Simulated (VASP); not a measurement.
The system is NaF (Villiaumite).

```
Na F
1.0
     0.00000    2.31406    2.31406
     2.31406    0.00000    2.31406
     2.31406    2.31406    0.00000
Na F
1 1
Cartesian
  0.0000 0.0000 0.0000
  2.3141 2.3141 2.3141
```

Base run:

| Property | Result |
| --- | --- |
| Program | VASP 6.6.1 |
| Functional | PBE |
| Potentials or basis | VASP PAW PBE potentials, release 64 (Na_pv, F) |
| Cutoff | 520 eV |
| k mesh | 10 × 10 × 10 |
| Occupations | gaussian, width 0.03 eV |
| Spin | no spin polarisation |

Its results: band gap on the k mesh 6.32 eV, direct; pressure 2.3 GPa.

Task: The run is repeated on the same cell with these changes: functional from PBE to r2SCAN; further incar settings from ALGO = Fast; EDIFF = 1e-06; NBANDS = 14 to ALGO = Normal; EDIFF = 1e-06; NBANDS = 14. What comes out?

Result: Band gap on the k mesh 7.19 eV, direct; pressure -1.8 GPa.

Caveats: the PAW data sets were made with another functional, which shifts forces and pressure a little (some runs).
